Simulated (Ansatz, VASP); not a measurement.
# BN: VASP beside Ansatz

One calculation is typed for both programs; each brings its own data sets. How far apart do they land? The cell is taken from a series of runs on this material, whose earlier steps may have relaxed, scaled, displaced or heated it; both programs get it as it stands.

Calculated with Ansatz 0.2.0; plane waves, with VASP 6.6.1 beside it; zone-centre phonons at LDA.

**1. The starting structure**

Symmetry: F-43m, No. 216, cubic system. The conventional cell has a = 3.580 Å, b = 3.580 Å, c = 3.580 Å, α = 90.00°, β = 90.00°, γ = 90.00°. Nearest to B lie 4 N at 1.55 Å. N has 4 B at 1.55 Å nearest. Farther neighbours and most contacts between anions are not listed.

As a file:

```xyz
2
Lattice="0.0000 1.7899 1.7899 1.7899 0.0000 1.7899 1.7899 1.7899 0.0000" Properties=species:S:1:pos:R:3 pbc="T T T"
B     0.0000    0.0000    0.0000
N     0.8950    0.8950    0.8950
```

**2. VASP: zone-centre phonons, LDA**

Second derivatives magnify differences that forces hide, and they need a tight electronic threshold.

Lines of VASP's logs that name or quote its potential files are left out, and so is its time.

Contents of INCAR:

```
SYSTEM = BN
PREC = Accurate
ENCUT = 600
EDIFF = 1E-08
NELM = 120
ISMEAR = -1
SIGMA = 0.03
LREAL = .FALSE.
ALGO = Normal
GGA = CA
NELECT = 7.982796
NBANDS = 9
LORBIT = 11
LWAVE = .FALSE.
LCHARG = .FALSE.
ISIF = 2
IBRION = 8
LASPH = .TRUE.
GGA_COMPAT = .FALSE.
KPAR = 2
```

Contents of POSCAR:

```
BN
1.0
    0.0000000000      1.7899253158      1.7899253158
    1.7899253158      0.0000000000      1.7899253158
    1.7899253158      1.7899253158      0.0000000000
B N
1 1
Direct
    0.0000000000      0.0000000000      0.0000000000
    0.2500000000      0.2500000000      0.2500000000
```

Contents of KPOINTS:

```
Automatic mesh
0
Gamma
36 36 36
0 0 0
```

The projector-augmented-wave data sets are B and N (LDA family, release 64).

Run with:

```bash
> mpirun -np 2 vasp_std
```

Numbers of over 12 decimals in the logs are rounded to 6 here.

The log of the run:

```text
[banner, memory and clock lines left out]
running    2 mpi-ranks, on    1 nodes
 distrk:  each k-point on    1 cores,    2 groups
 distr:  one band on    1 cores,    1 groups

 POSCAR found type information on POSCAR B N
 POSCAR found :  2 types and       2 ions
 LDA part: xc-table for (Slater(with rela. corr.)+CA(PZ))
 , standard interpolation
 POSCAR, INCAR and KPOINTS ok, starting setup
 FFT: planning ... GRIDC
 FFT: planning ... GRID_SOFT
 FFT: planning ... GRID
 WAVECAR not read
 entering main loop
       N       E                     dE             d eps       ncg     rms          rms(c)
DAV:   1     0.995964231007E+01    0.99596E+01   -0.48190E+03 23072   0.849E+02
DAV:   2    -0.202996527712E+02   -0.30259E+02   -0.29306E+02 28205   0.171E+02
DAV:   3    -0.206953777039E+02   -0.39572E+00   -0.39434E+00 25277   0.185E+01
DAV:   4    -0.206959271417E+02   -0.54944E-03   -0.54940E-03 24258   0.747E-01
DAV:   5    -0.206959276571E+02   -0.51538E-06   -0.51504E-06 24531   0.235E-02BRMIX: very serious problems
 the old and the new charge density differ
 old charge density:     8.00000 new    7.98280
BRMIX: very serious problems
 the old and the new charge density differ
 old charge density:     8.00000 new    7.98280
    0.657E+00
DAV:   6    -0.196966404604E+02    0.99929E+00   -0.32600E+00 22860   0.123E+01    0.314E+00
DAV:   7    -0.195793210573E+02    0.11732E+00   -0.10562E-01 23254   0.297E+00    0.177E+00
DAV:   8    -0.195477364619E+02    0.31585E-01   -0.55150E-02 23012   0.174E+00    0.185E-01
DAV:   9    -0.195475805170E+02    0.15594E-03   -0.80147E-04 23195   0.279E-01    0.800E-02
DAV:  10    -0.195475641950E+02    0.16322E-04   -0.45991E-05 23427   0.736E-02    0.129E-02
DAV:  11    -0.195475646987E+02   -0.50374E-06   -0.22036E-06 23941   0.115E-02    0.564E-03
DAV:  12    -0.195475645798E+02    0.11888E-06   -0.68746E-07 23298   0.564E-03    0.253E-04
DAV:  13    -0.195475645822E+02   -0.23175E-08   -0.11302E-08 11931   0.121E-03
   1 F= -.19547565E+02 E0= -.19547393E+02  d E =-.342482E-03
 Linear response reoptimize wavefunctions to high precision
DAV:   1    -0.195475645821E+02    0.19895E-10   -0.28053E-10 13467   0.231E-04
 Linear response DOF=           2
 Linear response progress:
  Degree of freedom:   1/  2
       N       E                     dE             d eps       ncg     rms          rms(c)
RMM:   1    -0.416596870935E-01   -0.41660E-01   -0.23433E-02293216   0.150E+00
RMM:   2    -0.368484755260E-01    0.48112E-02   -0.99836E-04176995   0.273E-01    0.182E-01
RMM:   3    -0.367609948067E-01    0.87481E-04   -0.22032E-04178116   0.115E-01    0.994E-02
RMM:   4    -0.372065930455E-01   -0.44560E-03   -0.24633E-04175623   0.125E-01    0.851E-03
RMM:   5    -0.371957581621E-01    0.10835E-04   -0.53720E-06180461   0.969E-03    0.128E-03
RMM:   6    -0.371933920618E-01    0.23661E-05   -0.37470E-07180531   0.680E-04    0.500E-04
RMM:   7    -0.371907921883E-01    0.25999E-05   -0.34664E-08182982   0.519E-04    0.514E-05
RMM:   8    -0.371909420692E-01   -0.14988E-06   -0.79165E-08184987   0.474E-05    0.139E-05
RMM:   9    -0.371908500726E-01    0.91997E-07   -0.96897E-08191373   0.239E-05    0.997E-07
RMM:  10    -0.371908515995E-01   -0.15269E-08   -0.11406E-07127900   0.116E-05    0.447E-07
RMM:  11    -0.371908509110E-01    0.68850E-09   -0.10383E-07106317   0.115E-05    0.148E-08
 first order change of Fermi-energy  -0.13172E-04
 force on displaced ion       1 direction 1 : -20.735   0.000   0.000
 Linear response progress:
  Degree of freedom:   2/  2
       N       E                     dE             d eps       ncg     rms          rms(c)
RMM:   1    -0.230020543400E+00   -0.23002E+00    0.99714E-02236717   0.369E+00
RMM:   2    -0.224172536816E+00    0.58480E-02   -0.21621E-03176581   0.499E-01    0.239E-01
RMM:   3    -0.225174630155E+00   -0.10021E-02   -0.48892E-04160327   0.194E-01    0.128E-01
RMM:   4    -0.227331575393E+00   -0.21569E-02   -0.47005E-04157484   0.189E-01    0.236E-02
RMM:   5    -0.227387960752E+00   -0.56385E-04   -0.74234E-06179739   0.282E-02    0.103E-03
RMM:   6    -0.227399441170E+00   -0.11480E-04    0.47218E-08176433   0.160E-03    0.441E-04
RMM:   7    -0.227397434141E+00    0.20070E-05    0.93869E-08182591   0.544E-04    0.583E-05
RMM:   8    -0.227397383945E+00    0.50196E-07    0.78904E-08178672   0.557E-05    0.262E-05
RMM:   9    -0.227397265052E+00    0.11889E-06    0.85382E-08189486   0.433E-05    0.109E-06
RMM:  10    -0.227397259570E+00    0.54819E-08    0.89655E-08147704   0.261E-05    0.445E-07
 first order change of Fermi-energy   0.14883E-03
 force on displaced ion       2 direction 1 : -20.726   0.000   0.000
 Linear response finished
```

From OUTCAR (step 2):

```text
NELECT = 7.982796

 ion  position               nearest neighbor table
   1  0.000  0.000  0.000-   2 1.55   2 1.55   2 1.55   2 1.55
   2  0.250  0.250  0.250-   1 1.55   1 1.55   1 1.55   1 1.55

  LATTYP: Found a face centered cubic cell.
 ALAT       =     3.5798506316

 Subroutine GETGRP returns: Found 24 space group operations
 (whereof 24 operations were pure point group operations)

The static configuration has the point symmetry T_d .

 Found   1240 irreducible k-points:

   k-points           NKPTS =   1240   k-points in BZ     NKDIM =   1240   number of bands    NBANDS=      9

   dimension x,y,z NGX =    20 NGY =   20 NGZ =   20
   dimension x,y,z NGXF=    40 NGYF=   40 NGZF=   40

   ENCUT  =  600.0 eV  44.10 Ry    6.64 a.u.   5.06  5.06  5.06*2*pi/ulx,y,z

 k-points in reciprocal lattice and weights: Automatic mesh
   0.00000000  0.00000000  0.00000000       0.000
   0.02777778  0.00000000  0.00000000       0.000
   0.05555556  0.00000000  0.00000000       0.000
   0.08333333  0.00000000  0.00000000       0.000
   0.11111111  0.00000000  0.00000000       0.000
   0.13888889  0.00000000  0.00000000       0.000
   0.16666667  0.00000000  0.00000000       0.000
   0.19444444  0.00000000  0.00000000       0.000
   0.22222222  0.00000000  0.00000000       0.000
[...]
-0.27777778  0.50000000  0.22222222       0.000
  -0.25000000  0.50000000  0.25000000       0.000

 average (electrostatic) potential at core
       1 -29.1689       2 -59.8100

  Total       -0.1491355     -0.1491355     -0.1491355     -0.0000000      0.0000000      0.0000000
  in kB      -20.8332391    -20.8332391    -20.8332391     -0.0000000      0.0000000      0.0000000
  external PRESSURE =     -20.8332391 kB  Pullay stress =       0.0000000 kB

  energy-cutoff  :      600.00
  volume of cell :       11.47
      direct lattice vectors                 reciprocal lattice vectors
     0.000000000  1.789925316  1.789925316    -0.279341264  0.279341264  0.279341264
     1.789925316  0.000000000  1.789925316     0.279341264 -0.279341264  0.279341264
     1.789925316  1.789925316  0.000000000     0.279341264  0.279341264 -0.279341264

 POSITION                                       TOTAL-FORCE (eV/Angst)
 -----------------------------------------------------------------------------------
      0.00000      0.00000      0.00000        -0.000000     -0.000000     -0.000000
      0.89496      0.89496      0.89496         0.000000      0.000000      0.000000
 -----------------------------------------------------------------------------------
    total drift:                               -0.000000     -0.000000     -0.000000

 Eigenvectors and eigenvalues of the dynamical matrix
 ----------------------------------------------------

   1 f  =   28.818873 THz   181.074321 2PiTHz  961.294140 cm-1   119.185230 meV
             X         Y         Z           dx          dy          dz
      0.000000  0.000000  0.000000     0.000000    0.751257    0.000000
      0.894963  0.894963  0.894963     0.000000   -0.660010    0.000000

   2 f  =   28.818873 THz   181.074321 2PiTHz  961.294140 cm-1   119.185230 meV
             X         Y         Z           dx          dy          dz
      0.000000  0.000000  0.000000     0.751257    0.000000    0.000000
      0.894963  0.894963  0.894963    -0.660010    0.000000    0.000000

   3 f  =   28.818873 THz   181.074321 2PiTHz  961.294140 cm-1   119.185230 meV
             X         Y         Z           dx          dy          dz
      0.000000  0.000000  0.000000     0.000000    0.000000    0.751257
      0.894963  0.894963  0.894963     0.000000    0.000000   -0.660010

   4 f/i=    0.002994 THz     0.018811 2PiTHz    0.099866 cm-1     0.012382 meV
             X         Y         Z           dx          dy          dz
      0.000000  0.000000  0.000000    -0.660010    0.000000    0.000000
      0.894963  0.894963  0.894963    -0.751257    0.000000    0.000000

   5 f/i=    0.002994 THz     0.018811 2PiTHz    0.099866 cm-1     0.012382 meV
             X         Y         Z           dx          dy          dz
      0.000000  0.000000  0.000000     0.000000   -0.660010    0.000000
      0.894963  0.894963  0.894963     0.000000   -0.751257    0.000000

   6 f/i=    0.002994 THz     0.018811 2PiTHz    0.099866 cm-1     0.012382 meV
             X         Y         Z           dx          dy          dz
      0.000000  0.000000  0.000000     0.000000    0.000000   -0.660010
      0.894963  0.894963  0.894963     0.000000    0.000000   -0.751257

 ELASTIC MODULI CONTR FROM IONIC RELAXATION (kBar)
 Direction    XX          YY          ZZ          XY          YZ          ZX
 --------------------------------------------------------------------------------
 XX          -0.0000      0.0000      0.0000      0.0000      0.0000      0.0000
 YY           0.0000     -0.0000      0.0000      0.0000      0.0000      0.0000
 ZZ           0.0000      0.0000     -0.0000      0.0000      0.0000      0.0000
 XY           0.0000      0.0000      0.0000   -106.6282     -0.0000     -0.0000
 YZ           0.0000      0.0000      0.0000     -0.0000   -106.6282     -0.0000
 ZX           0.0000      0.0000      0.0000     -0.0000     -0.0000   -106.6282
 --------------------------------------------------------------------------------
```

**3. Ansatz: zone-centre phonons, LDA**

Ansatz runs on its PAW soft_1 files.

The same cell, functional (in two slightly different forms), mesh and smearing now go to Ansatz, which takes its cutoff from its data sets.

Contents of input.yaml:

```yaml
crystal:
  lattice:
    - [0.0, 1.7899253158, 1.7899253158]
    - [1.7899253158, 0.0, 1.7899253158]
    - [1.7899253158, 1.7899253158, 0.0]
  atoms:
    - { symbol: B, position: [0.0, 0.0, 0.0] }
    - { symbol: "N", position: [0.25, 0.25, 0.25] }
total_charge: 0.017204
kpoints:
  mp_grid: { grid: [36, 36, 36] }
hamiltonian:
  xc: lda
  pseudopotentials: { kind: paw, azcp: { folder: soft_1 }, xc_functional: pbe }
scf:
  occupations: { method: fermi_dirac, width: 0.03 }
output:
  eigenvalues: true
phonons:
  method: dfpt
```

Run with:

```bash
> ansatz run input.yaml --threads 8 --pin off --max-ram 16384MiB --backend cpu --events-out ev --progress --plain --runs-dir out
```

The log of the run:

```text
zone centre: on kpoints.mp_grid the ground state, and the responses unless they are solved on pairs of k-points, stand on 3349 of the mesh's 46656 k-points, reduced under 8 symmetry operations, with k and −k counted as one. Each operation leaves every solved displacement unchanged or reverses it
Engine: ansatz 0.2.0, x86_64-unknown-linux-gnu
Pseudopotentials: kind: paw
Pseudopotential: B, paw, valence charge 3, recommended cutoff 420 eV (normal), soft_1/B.paw.azcp
Pseudopotential: N, paw, valence charge 5, recommended cutoff 420 eV (normal), soft_1/N.paw.azcp
Functional definition: SPW92
  exchange = slater_x
  correlation = pw_c
Crystal: 2 atoms, lattice volume = 11.469 Å³
Basis set: ecut = 420 eV, 229 PW (Γ), exchange–correlation on 36×36×36 points (8 copies of the dense FFT grid, shifted against one another)
Bands: 8, of which v1, the nominal top of the filled ones, is band 4 counted from 1 (3 counted from 0)
Symmetry: 24 space group operations
k-points: 3349 of 46656 (irreducible under 8 space group operations, time reversal used)
Non-local potential: B, projectors of the file, l = 0: 2, l = 1: 2, l = 2: 1
Non-local potential: N, projectors of the file, l = 0: 2, l = 1: 2, l = 2: 1
PAW form: soft (Blöchl's): semilocal exchange-correlation on the pseudo side does not see the compensation charge
PAW frozen core: B, regenerated for the run's functional, and the local potential with it (the file was generated under x = pbe(κ = 0.804, μ = 0.219515), c = pbe(β = 0.066725))
PAW frozen core: N, regenerated for the run's functional, and the local potential with it (the file was generated under x = pbe(κ = 0.804, μ = 0.219515), c = pbe(β = 0.066725))
PAW one-centre angular grid: B, 110 points (default); XC on 64 Gauss nodes
PAW one-centre angular grid: N, 110 points (default); XC on 64 Gauss nodes
Initial density: superposition of atomic densities (chi_scale 0.1, normalization cell, long waves kept (reshape's long-wave potential 0.00 eV rms))
Initial wavefunctions: pseudopotential atomic-orbital guess
Functional: x = slater, c = lda
SCF iter   1: F=—  HF=-527.450065 eV  |F-HF|=—  |Δ(HF+E_count)|=         —  Δρ=1.50e-1  dr2=2.06e0  ethr=3.10e-3  ⟨swp⟩=4.7  Hψ=172417  notcnv=0
preconditioner: auto → none  [metal: Δε(μ)=0.027 eV  Ē_g=20.658 eV  σ=0.030 eV  W_gap=0.22  n_scr=0 (ndim 8)  ℏωp=31.0 eV  f_vac=0.000  D(μ)=0.13/eV (n_scr^D=0)]
SCF iter   2: F=—  HF=-526.749330 eV  |F-HF|=—  |Δ(HF+E_count)|=   7.01e-1  Δρ=6.47e-2  dr2=2.67e-1  ethr=3.10e-3  ⟨swp⟩=2.0  Hψ=79527  notcnv=0
SCF iter   3: F=—  HF=-526.674747 eV  |F-HF|=—  |Δ(HF+E_count)|=   7.46e-2  Δρ=2.18e-2  dr2=3.34e-2  ethr=3.10e-3  ⟨swp⟩=3.0  Hψ=52689  notcnv=0
SCF iter   4: F=—  HF=-526.664944 eV  |F-HF|=—  |Δ(HF+E_count)|=   9.80e-3  Δρ=2.88e-3  dr2=3.20e-4  ethr=4.18e-4  ⟨swp⟩=3.0  Hψ=53627  notcnv=0
SCF iter   5: F=—  HF=-526.664923 eV  |F-HF|=—  |Δ(HF+E_count)|=   2.07e-5  Δρ=1.61e-4  dr2=1.27e-6  ethr=4.01e-6  ⟨swp⟩=2.0  Hψ=35591  notcnv=0
SCF iter   6: F=—  HF=-526.664923 eV  |F-HF|=—  |Δ(HF+E_count)|=   4.07e-8  Δρ=1.47e-5  dr2=5.35e-9  ethr=1.59e-8  ⟨swp⟩=2.6  Hψ=40359  notcnv=0
SCF iter   7: F=—  HF=-526.664923 eV  |F-HF|=—  |Δ(HF+E_count)|=  8.41e-12  Δρ=8.34e-7  dr2=3.68e-11  ethr=6.70e-11  ⟨swp⟩=2.0  Hψ=38484  notcnv=0
SCF iter   8: F=-526.664923 eV  HF=-526.664923 eV  |F-HF|=1.14e-13  |Δ(HF+E_count)|=  7.96e-12  Δρ=1.02e-7  dr2=4.60e-13  ethr=1.00e-12  ⟨swp⟩=5.0  Hψ=89013  notcnv=0
SCF 1 converged in 8 iterations: F = -526.664923 eV  dr2 = 4.60e-13
  greatest PAW one-centre occupation: 0.784 electrons in one spin orbital (limit 2), on the N atom at site 1 (counted from 0), in its partial waves of l = 0
DFPT response loops at Γ: preconditioner auto → Kerker (q_TF=auto, 2.568 Å⁻¹) (partly filled bands, converged f_vac=0.000); β = 1.00, the filter's whole step (`scf.mixing.beta` (0.50) is not read by the response loops under this deck's `scf.mixing.preconditioner`; to damp them name `kerker` or `kerker_dos`, under which they read `scf.mixing.beta`, and type it under 1.00, their step now; both keys bind the ground state too); Broyden in place of MSR1
SCF converged after 8 iterations
Free energy (F): -526.664923 eV
Harris-Foulkes:  -526.664923 eV  (|F-HF|=1.14e-13)
Internal energy: -526.664581 eV  (E = F + TS)
E sigma→0 (E₀):  -526.664752 eV
Entropy (-TS):   -0.000342 eV (-0.171 meV/atom)
Fermi energy:    11.158618 eV
--- Per-component energies (eV) ---
  E_band       = 27.068381
  E_kinetic    = 184.431596
  E_local      = -156.821827  (includes V_loc(G=0)·N_el)
  E_nonlocal   = 44.129016
  E_hartree    = 47.624520
  E_xc         = -92.566163
  E_vxc        = -114.909682  (∫ρ·V_xc dr)
  E_paw        = -191.685009  (= ΣΔE_a)
  E_vpaw       = -25.010676  (= ΣTr[D̂ρ^β])
  E_aug_tail   = 0.000918  (compensation charges beyond the density's cutoff)
  E_ewald      = -361.903510
  E_core_change = 0.125878  (= ΣΔE_core)
  E_smearing   = -0.000342  (= −TS)
  E_closure    = -0.000000  (closes the sum)
  E_deformation_potential = 0.368199  (in the stress; not in F)
  Σ components = -526.664923   (vs F -526.664923, Δ=0.00e0)
--- Band table (eV; the first three rows and the last of 3349) ---
  k-point 0: bands = ["-9.0265", "11.3703", "11.3703", "11.3703", "20.2210", "20.2210", "20.2210", "22.2744"]
  k-point 1: bands = ["-9.0071", "11.2585", "11.3477", "11.3477", "20.2541", "20.2541", "20.2573", "22.3334"]
  k-point 2: bands = ["-8.9492", "10.9413", "11.2839", "11.2839", "20.3510", "20.3510", "20.3546", "22.5085"]
  k-point 3348: bands = ["-2.8403", "3.7513", "4.1383", "4.6177", "20.9545", "24.9595", "25.8290", "26.4944"]
--- Phonons (Γ-DFPT): 2 representative perturbations + reference, on 3349 of 46656 k-points (Σ response iterations 6) ---
  k mesh reduced under 8 symmetry operations, with k and −k counted as one. Each operation leaves every solved displacement unchanged or reverses it
  ASR residual: 9.857e-6 → 0.000e0 eV/Å²; symmetrization residual: 5.161e-8 eV/Å²
  ASR residual per site (eV/Å²): 9.86e-6 5.72e-6
  Γ frequencies (cm⁻¹): 0.00 0.00 0.00 954.58 954.58 954.58
  non-analytic LO–TO correction: not included (Born effective charges unavailable; polar crystals: no LO–TO splitting at Γ)
```

The column dr2 measures how far the density is from self-consistency, as an energy; F and HF (Harris–Foulkes) agree once it is small.

**4. Side by side**

Known differences besides the potentials themselves: the two LDA forms differ slightly; the cutoff is 420 eV in Ansatz and 600 eV in VASP; VASP's log shows a relativistic correction to its local exchange, Ansatz's none. Total energies have different zeros and are not compared.

Both answers:

| quantity | Ansatz | VASP | difference |
| --- | --- | --- | --- |
| optical mode 1 to 3 (cm⁻¹) | 954.6 | 961.3 | -0.70 % |

Modes are paired by rising frequency, not by their patterns, so a pair may set unlike modes beside each other; they are those without the splitting of longitudinal modes. The cell carries a charge of +0.017204 e against a uniform background, so its pressure also hangs on how the neutralising background is counted, and in a defect's cell a gap may be the spacing between its levels.

**5. What came out**

* r.m.s. difference of the optical zone-centre modes, each program's sorted by frequency (zone-centre phonons, LDA): 6.7 cm⁻¹
* difference in optical mode 1 to 3 (zone-centre phonons, LDA): -0.7 %

In words: The r.m.s. difference of the optical zone-centre modes, each program's sorted by frequency is 6.7 cm⁻¹ (zone-centre phonons, LDA). Among the rows given in per cent, the largest difference of the zone-centre phonons, LDA pair is in optical mode 1 to 3, -0.7 %. Such differences can come from data sets, numerical settings and the points named under the comparisons, not from the functional's error against experiment.

[Lines on the potential files, build, host, timing and source positions are cut from VASP's logs without a mark.]

[Logs are printed without paths, hosts, clocks, repeated set-up lines and the standing remarks that a program may print on its own settings, such as how far it seeks lower states.]

[Hosts, paths, dates, database ids (printed as entryN), source tags and the programs' standing remarks are cut or masked in the printed files.]
